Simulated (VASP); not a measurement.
Method: optB86b-vdW, VASP's PBE PAW potentials (set 64) (plane waves; VASP 6.6.1).

Input for VASP

**KPOINTS**
```
Automatic mesh
0
gamma
  10 10 10
0 0 0
```

File POSCAR:
```
InSb
1
    0.0000000000     3.2538587131     3.2538587131
    3.2538587131     0.0000000000     3.2538587131
    3.2538587131     3.2538587131     0.0000000000
In Sb
1 1
Direct
  1.0000000000   1.0000000000   1.0000000000
  0.2500000000   0.2500000000   0.2500000000
```

INCAR:
```
AGGAC = 0.0
ALGO = Normal
EDIFF = 1E-7
ENCUT = 520
GGA = MK
ISIF = 2
ISMEAR = 1
LASPH = T
LCHARG = F
LMAXMIX = 4
LREAL = F
LUSE_VDW = T
LWAVE = F
NELM = 100
PARAM1 = 0.1234
PARAM2 = 1.0
PREC = Accurate
SIGMA = 0.1
SYSTEM = InSb
```

POTCAR, in this order: In_d Sb (PBE.64 set). Program: vasp_std.

The resulting files:

### OUTCAR
```
 ion  position               nearest neighbor table
   1  0.000  0.000  0.000-   2 2.82   2 2.82   2 2.82   2 2.82
   2  0.250  0.250  0.250-   1 2.82   1 2.82   1 2.82   1 2.82
  LATTYP: Found a face centered cubic cell.
 ALAT       =     6.5077174262
 Subroutine PRICEL returns:
 Original cell was already a primitive cell.
 Subroutine GETGRP returns: Found 24 space group operations
The static configuration has the point symmetry T_d .
The dynamic configuration has the point symmetry T_d .
 Subroutine INISYM returns: Found 24 space group operations
 Subroutine IBZKPT returns following result:
 Found     47 irreducible k-points:

 Following reciprocal coordinates:
            Coordinates               Weight
  0.000000  0.000000  0.000000      1.000000
  0.100000  0.000000  0.000000      8.000000
  0.200000  0.000000  0.000000      8.000000
  0.300000  0.000000  0.000000      8.000000
  0.400000  0.000000  0.000000      8.000000
  0.500000  0.000000  0.000000      4.000000
  0.100000  0.100000  0.000000      6.000000
  0.200000  0.100000  0.000000     24.000000
  0.300000  0.100000  0.000000     24.000000
...
```

**OSZICAR**
```
       N       E                     dE             d eps       ncg     rms          rms(c)
DAV:   1     0.115144647072E+03    0.11514E+03   -0.80790E+03  1222   0.138E+03
DAV:   2     0.534050756664E+01   -0.10980E+03   -0.10748E+03  1297   0.306E+02
DAV:   3    -0.179389556739E+01   -0.71344E+01   -0.70986E+01  1577   0.855E+01
DAV:   4    -0.198924631916E+01   -0.19535E+00   -0.19528E+00  1502   0.164E+01
DAV:   5    -0.199766068928E+01   -0.84144E-02   -0.84142E-02  1722   0.280E+00    0.371E+00
DAV:   6    -0.189477087037E+01    0.10289E+00   -0.19130E-01  1649   0.752E+00    0.214E+00
DAV:   7    -0.187941865600E+01    0.15352E-01   -0.74605E-02  1568   0.294E+00    0.621E-01
DAV:   8    -0.187972408625E+01   -0.30543E-03   -0.74935E-03  1632   0.116E+00    0.264E-01
DAV:   9    -0.188013132047E+01   -0.40723E-03   -0.69620E-04  1335   0.287E-01    0.779E-02
DAV:  10    -0.188017494363E+01   -0.43623E-04   -0.38227E-05  1536   0.486E-02    0.314E-02
DAV:  11    -0.188019898578E+01   -0.24042E-04   -0.35865E-05  1272   0.515E-02    0.152E-02
DAV:  12    -0.188019951278E+01   -0.52701E-06   -0.67129E-07  1587   0.621E-03    0.374E-03
DAV:  13    -0.188019965515E+01   -0.14236E-06   -0.90197E-07  1267   0.804E-03    0.240E-03
DAV:  14    -0.188019964037E+01    0.14774E-07   -0.15061E-08  1096   0.885E-04
   1 F= -.18801996E+01 E0= -.18802873E+01  d E =0.262931E-03
```

**OUTCAR**
```
------------------------ aborting loop because EDIFF is reached ----------------------------------------
  FORCE on cell =-STRESS in cart. coord.  units (eV):
  Direction    XX          YY          ZZ          XY          YZ          ZX
  --------------------------------------------------------------------------------------
  Total        0.5752736      0.5752736      0.5752736     -0.0000000      0.0000000      0.0000000
  in kB       13.3770062     13.3770062     13.3770062     -0.0000000      0.0000000      0.0000000
  external PRESSURE =      13.3770062 kB  Pullay stress =       0.0000000 kB
  volume of cell :       68.90
      direct lattice vectors                 reciprocal lattice vectors
     0.000000000  3.253858713  3.253858713    -0.153663709  0.153663709  0.153663709
     3.253858713  0.000000000  3.253858713     0.153663709 -0.153663709  0.153663709
     3.253858713  3.253858713  0.000000000     0.153663709  0.153663709 -0.153663709
  FREE ENERGIE OF THE ION-ELECTRON SYSTEM (eV)
  ---------------------------------------------------
  free  energy   TOTEN  =        -1.8801996404 eV

  energy  without entropy=       -1.8804625710  energy(sigma->0) =       -1.88028728
```
(Selected blocks of OUTCAR.)

The compound is InSb in the zinc blende structure. This cell is one point of a volume scan, at 0.97 of the reference volume.
